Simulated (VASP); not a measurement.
Consider the following.

```
SrTe
1.0
    0.00000     3.35147     3.35147
    3.35147     0.00000     3.35147
    3.35147     3.35147     0.00000
Sr Te
1 1
Direct
  0.00000   0.00000   0.00000
  0.50000   0.50000   0.50000
```

Level of theory: SCAN meta-GGA, VASP's PBE PAW potentials (set 64) (plane waves; VASP). Run with 520 eV cut-off, 7×7×7 Γ-centred mesh, Gaussian smearing of 0.050 eV, potentials Sr_sv Te.

Q: What does the run give for the energy per atom (σ→0)?

A: 
```yaml
energy per atom (σ→0): -31.728 eV/atom
```

Only differences to runs with the same potentials and settings are physical.

The compound is SrTe in the rock salt structure. It was relaxed first.
